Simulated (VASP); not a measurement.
Here is the system:

```xyz
2
Lattice="0.0000 2.6515 2.6515 2.6515 0.0000 2.6515 2.6515 2.6515 0.0000" Properties=species:S:1:pos:R:3 pbc="T T T"
Pd     0.0000     0.0000     0.0000
P      1.3258     1.3258     1.3258
```

Level of theory: PBEsol GGA, VASP's PBE PAW potentials (set 64) (plane waves; VASP 6.6.1). Run with 400 eV cut-off, 13×13×13 Γ-centred mesh, tetrahedra with Blöchl corrections, potentials Pd P.

Question: What does the run give for the energy per atom (σ→0), band gap (on the k-mesh) with the smallest direct gap where there is one?

Answer: 
```json
{
  "band gap (on the k-mesh)": "none (metal, semimetal or under 0.01 eV)",
  "energy per atom (σ→0)": "-5.966 eV/atom"
}
```

The structure was generated: PdP was put into the zinc blende type (F-43m), which need not be its known phase. It was relaxed first, which changed the volume by -19 %. The electron count is odd and the run is not spin-polarised, which forces a metal.
